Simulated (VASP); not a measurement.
Computed with TPSS meta-GGA, VASP's PBE PAW potentials (set 64) (plane waves; VASP).

VASP ran on this input.

File KPOINTS:
```
Automatic mesh
0
Gamma
9 9 3
0 0 0
```

**POSCAR**
```
La
1.0
  1.8630003323  -3.2268114490   0.0000000000
  1.8630003323   3.2268114490   0.0000000000
  0.0000000000   0.0000000000  11.9366906167
La
4
Cart
  0.0000000000   0.0000000000   5.9683453083
  0.0000000000   0.0000000000   0.0000000000
  1.8630003323   1.0756059675   2.9841726542
  1.8630003323  -1.0756059675   8.9525179625
```

**INCAR**
```
# general
SYSTEM =La
PREC   =Accurate
ENCUT  =520
LREAL  =.FALSE.
LASPH  =.TRUE.

# electronic loop
EDIFF  =1E-6   # SCF stop (eV)
NELM   =100   # most electronic steps
ALGO   =Normal
LMAXMIX=6
LMIXTAU=.TRUE.

# smearing
ISMEAR =1   # Methfessel-Paxton
SIGMA  =0.1

# functional
METAGGA=TPSS

# ions
IBRION =2
NSW    =60
ISIF   =3
EDIFFG =-0.02   # ionic stop

# output
LWAVE  =.FALSE.
LCHARG =.FALSE.
```

POTCAR, in this order: La (PBE.64 set). Program: vasp_std.

What VASP printed:

**OUTCAR**
```
 ion  position               nearest neighbor table
   1  0.000  0.000  0.500-   3 3.68   4 3.68   4 3.68   3 3.68   4 3.68   3 3.68
   2  0.000  0.000  0.000-   3 3.68   4 3.68   4 3.68   3 3.68   4 3.68   3 3.68
   3  0.333  0.667  0.250-   1 3.68   2 3.68   1 3.68   2 3.68   1 3.68   2 3.68
   4  0.667  0.333  0.750-   1 3.68   2 3.68   1 3.68   2 3.68   1 3.68   2 3.68
  LATTYP: Found a hexagonal cell.
 ALAT       =     3.7260008542
 C/A-ratio  =     3.2036199356
 Subroutine PRICEL returns:
 Original cell was already a primitive cell.
 Subroutine GETGRP returns: Found 24 space group operations
The static configuration has the point symmetry D_3d.
 The point group associated with its full space group is D_6h.
The dynamic configuration has the point symmetry D_3d.
 Subroutine INISYM returns: Found 24 space group operations
 Subroutine IBZKPT returns following result:
 Found     24 irreducible k-points:

 Following reciprocal coordinates:
            Coordinates               Weight
  0.000000  0.000000  0.000000      1.000000
  0.111111  0.000000  0.000000      6.000000
  0.222222  0.000000  0.000000      6.000000
  0.333333  0.000000  0.000000      6.000000
  0.444444  0.000000  0.000000      6.000000
...
```

### OSZICAR
```
       N       E                     dE             d eps       ncg     rms          rms(c)
DAV:   1     0.709223466118E+03    0.70922E+03   -0.14648E+04  1248   0.275E+03
DAV:   2     0.312535479645E+03   -0.39669E+03   -0.38871E+03  2064   0.641E+02
DAV:   3     0.400937287989E+02   -0.27244E+03   -0.27076E+03  2348   0.377E+02
DAV:   4    -0.283490418869E+02   -0.68443E+02   -0.67618E+02  2392   0.279E+02
DAV:   5    -0.379620408624E+02   -0.96130E+01   -0.94560E+01  2464   0.110E+02    0.788E+00
DAV:   6    -0.562098566832E+02   -0.18248E+02   -0.70493E+01  2184   0.748E+01    0.283E+00
DAV:   7    -0.501829832110E+02    0.60269E+01   -0.11775E+01  2296   0.284E+01    0.652E-01
DAV:   8    -0.547342268149E+02   -0.45512E+01   -0.38898E+00  2304   0.162E+01    0.789E-01
DAV:   9    -0.538095253778E+02    0.92470E+00   -0.50873E-01  2440   0.550E+00    0.917E-01
DAV:  10    -0.542680102018E+02   -0.45848E+00   -0.10861E-01  2232   0.285E+00    0.997E-01
DAV:  11    -0.531923397990E+02    0.10757E+01   -0.20053E-01  1776   0.422E+00    0.106E+00
DAV:  12    -0.527091055342E+02    0.48323E+00   -0.46227E-01  1700   0.766E+00    0.100E+00
DAV:  13    -0.526997364069E+02    0.93691E-02   -0.76457E-01  1876   0.803E+00    0.112E+00
DAV:  14    -0.513118404879E+02    0.13879E+01   -0.45488E-01  1780   0.699E+00    0.105E+00
DAV:  15    -0.506716093139E+02    0.64023E+00   -0.78064E-01  1664   0.852E+00    0.176E+00
DAV:  16    -0.477217204051E+02    0.29499E+01   -0.37096E+00  1376   0.282E+01    0.989E-01
DAV:  17    -0.493790002429E+02   -0.16573E+01   -0.52198E+00  1400   0.248E+01    0.578E-01
DAV:  18    -0.496427623460E+02   -0.26376E+00   -0.10130E+00  1456   0.128E+01    0.628E-01
DAV:  19    -0.496363253162E+02    0.64370E-02   -0.55296E-01  1280   0.104E+01    0.609E-01
DAV:  20    -0.498215065537E+02   -0.18518E+00   -0.41444E-01  2030   0.625E+00    0.206E+00
DAV:  21    -0.497989263888E+02    0.22580E-01   -0.25048E-01  1560   0.673E+00    0.269E+00
DAV:  22    -0.498314770997E+02   -0.32551E-01   -0.17872E-01  1368   0.545E+00    0.279E+00
DAV:  23    -0.498247461313E+02    0.67310E-02   -0.70645E-02  1736   0.322E+00    0.229E+00
DAV:  24    -0.497944865913E+02    0.30260E-01   -0.73113E-02  2152   0.202E+00    0.127E+00
DAV:  25    -0.496632872232E+02    0.13120E+00   -0.18926E-01  1276   0.530E+00    0.115E+00
DAV:  26    -0.497426858754E+02   -0.79399E-01   -0.12016E-01  1600   0.395E+00    0.959E-01
DAV:  27    -0.497158328769E+02    0.26853E-01   -0.98172E-02  1932   0.298E+00    0.473E-01
DAV:  28    -0.497190518052E+02   -0.32189E-02   -0.64197E-02  1284   0.335E+00    0.398E-01
DAV:  29    -0.497149965006E+02    0.40553E-02   -0.11840E-01  1264   0.431E+00    0.356E-01
DAV:  30    -0.497528907558E+02   -0.37894E-01   -0.78227E-02  1264   0.324E+00    0.252E-01
DAV:  31    -0.497612947116E+02   -0.84040E-02   -0.91304E-03  2168   0.884E-01    0.199E-01
DAV:  32    -0.497602258218E+02    0.10689E-02   -0.50931E-04  2176   0.220E-01    0.227E-01
DAV:  33    -0.497618823499E+02   -0.16565E-02   -0.44559E-03  2016   0.483E-01    0.253E-01
DAV:  34    -0.497674741128E+02   -0.55918E-02   -0.55300E-03  2112   0.486E-01    0.498E-01
DAV:  35    -0.497672521200E+02    0.22199E-03   -0.38816E-04  2216   0.182E-01    0.486E-01
DAV:  36    -0.497660691627E+02    0.11830E-02   -0.70000E-04  2136   0.178E-01    0.377E-01
DAV:  37    -0.497645293755E+02    0.15398E-02   -0.33646E-03  2112   0.380E-01    0.157E-01
DAV:  38    -0.497648857727E+02   -0.35640E-03   -0.27812E-04  2232   0.154E-01    0.164E-01
DAV:  39    -0.497646219149E+02    0.26386E-03   -0.13285E-03  2032   0.258E-01    0.484E-02
DAV:  40    -0.497648365862E+02   -0.21467E-03   -0.59602E-04  2336   0.169E-01    0.119E-01
DAV:  41    -0.497647297768E+02    0.10681E-03   -0.11082E-04  2280   0.961E-02    0.770E-02
DAV:  42    -0.497647384722E+02   -0.86954E-05   -0.77144E-05  2264   0.595E-02    0.504E-02
DAV:  43    -0.497647427252E+02   -0.42531E-05   -0.20680E-05  2088   0.413E-02    0.588E-02
DAV:  44    -0.497646956986E+02    0.47027E-04   -0.48410E-05  2128   0.547E-02    0.219E-02
DAV:  45    -0.497646815683E+02    0.14130E-04   -0.47241E-05  2120   0.436E-02    0.238E-02
DAV:  46    -0.497646666498E+02    0.14919E-04   -0.34376E-05  2064   0.463E-02    0.105E-02
DAV:  47    -0.497646612956E+02    0.53541E-05   -0.64711E-06  1456   0.198E-02    0.818E-03
DAV:  48    -0.497646557829E+02    0.55128E-05   -0.22355E-06  1158   0.224E-02    0.974E-03
DAV:  49    -0.497646557653E+02    0.17547E-07   -0.48494E-06  1282   0.205E-02
   1 F= -.49764656E+02 E0= -.49764478E+02  d E =-.497647E+02
       N       E                     dE             d eps       ncg     rms          rms(c)
DAV:   1    -0.497668891239E+02   -0.22333E-02   -0.92699E-02  1926   0.392E+00    0.233E-01
DAV:   2    -0.497650093059E+02    0.18798E-02   -0.72894E-03  2066   0.972E-01    0.119E-01
DAV:   3    -0.497645313759E+02    0.47793E-03   -0.45775E-03  2264   0.528E-01    0.413E-02
DAV:   4    -0.497645849277E+02   -0.53552E-04   -0.53038E-04  2288   0.192E-01    0.304E-02
DAV:   5    -0.497646215631E+02   -0.36635E-04   -0.39736E-05  2224   0.542E-02    0.227E-02
DAV:   6    -0.497646560120E+02   -0.34449E-04   -0.38405E-05  2002   0.717E-02    0.472E-03
DAV:   7    -0.497646608784E+02   -0.48664E-05   -0.35174E-06  1320   0.206E-02    0.478E-03
DAV:   8    -0.497646602153E+02    0.66307E-06   -0.60378E-07   778   0.153E-02
   2 F= -.49764660E+02 E0= -.49764487E+02  d E =-.445003E-05
```

File OUTCAR:
```
------------------------ aborting loop because EDIFF is reached ----------------------------------------
  FORCE on cell =-STRESS in cart. coord.  units (eV):
  Direction    XX          YY          ZZ          XY          YZ          ZX
  --------------------------------------------------------------------------------------
  Total        0.0735149      0.0735149      0.0304325      0.0000000      0.0000000      0.0000000
  in kB        0.8229844      0.8229845      0.3406859      0.0000000      0.0000000      0.0000000
  external PRESSURE =       0.6622182 kB  Pullay stress =       0.0000000 kB
  volume of cell :      143.12
      direct lattice vectors                 reciprocal lattice vectors
     1.862134000 -3.225310917 -0.000000000     0.268509141 -0.155023814  0.000000000
     1.862134000  3.225310917 -0.000000000     0.268509141  0.155023814  0.000000000
     0.000000000  0.000000000 11.914668898     0.000000000 -0.000000000  0.083930154
 POSITION                                       TOTAL-FORCE (eV/Angst)
 -----------------------------------------------------------------------------------
      1.86213      3.22531      5.95733        -0.000000     -0.000000      0.000000
      1.86213      3.22531     11.91467        -0.000000     -0.000000      0.000000
      1.86213      1.07511      2.97867         0.000000      0.000000     -0.000000
      1.86213     -1.07511      8.93600         0.000000     -0.000000      0.000000
 -----------------------------------------------------------------------------------
    total drift:                                0.000000      0.000000      0.000000
  FREE ENERGIE OF THE ION-ELECTRON SYSTEM (eV)
  ---------------------------------------------------
  free  energy   TOTEN  =       -49.7646602153 eV

  energy  without entropy=      -49.7641391375  energy(sigma->0) =      -49.76448652

 reached required accuracy - stopping structural energy minimisation
```
(Selected blocks of OUTCAR.)

### CONTCAR
```
La
   1.00000000000000
     1.8621340000517381   -3.2253109172243426   -0.0000000000000000
     1.8621340000517381    3.2253109172243426   -0.0000000000000000
     0.0000000000000000    0.0000000000000000   11.9146688976182471
  La
     4
Direct
     0.0000000000000000    1.0000000000000000    0.5000000000000000
     0.0000000000000000    1.0000000000000000    1.0000000000000000
     0.3333330000000032    0.6666669999999968    0.2500000000000000
     0.6666669999999968    0.3333330000000032    0.7500000000000000
```

### OUTCAR
```
 val. band max:        8.2736551806   @ k =   0.2222   0.1111   0.0000

 cond. band min:       8.2945900898   @ k =   0.3333   0.3333   0.0000


 Fermi energy:         8.2875674850

 k-point     1 :       0.0000    0.0000    0.0000
  band No.  band energies     occupation
      1     -24.9071      2.00000
      2     -24.7964      2.00000
      3     -24.7746      2.00000
      4     -24.6591      2.00000
      5      -9.2564      2.00000
      6      -8.5139      2.00000
      7      -8.5026      2.00000
      8      -7.9152      2.00000
      9      -7.9152      2.00000
     10      -7.8209      2.00000
     11      -7.8209      2.00000
     12      -7.7909      2.00000
     13      -7.7909      2.00000
     14      -7.6932      2.00000
     15      -7.6932      2.00000
     16      -7.6510      2.00000
     17       5.0383      2.00000
     18       6.3736      2.00000
     19       6.3963      2.00000
     20       6.4062      2.00000
     21       8.8127     -0.00000
     22       8.9488     -0.00000
     23       9.4806     -0.00000
     24       9.4807     -0.00000
     25       9.5423     -0.00000
     26       9.5548     -0.00000

 k-point     2 :       0.1111    0.0000    0.0000
  band No.  band energies     occupation
      1     -24.8847      2.00000
      2     -24.7800      2.00000
      3     -24.7583      2.00000
      4     -24.6493      2.00000
      5      -9.1999      2.00000
      6      -8.5368      2.00000
      7      -8.5280      2.00000
      8      -8.0556      2.00000
      9      -7.9608      2.00000
     10      -7.9141      2.00000
     11      -7.8971      2.00000
     12      -7.8530      2.00000
     13      -7.8323      2.00000
     14      -7.8228      2.00000
     15      -7.7108      2.00000
     16      -7.6763      2.00000
     17       5.3736      2.00000
     18       6.6797      2.00000
     19       6.6808      2.00000
     20       6.7308      2.00000
     21       8.3931     -0.05989
     22       8.6721     -0.00000
...
```

The compound is La in the dhcp structure. This run relaxes it. Symmetry was kept, so distortions that lower it aren't found. The start is the result of an earlier pass.
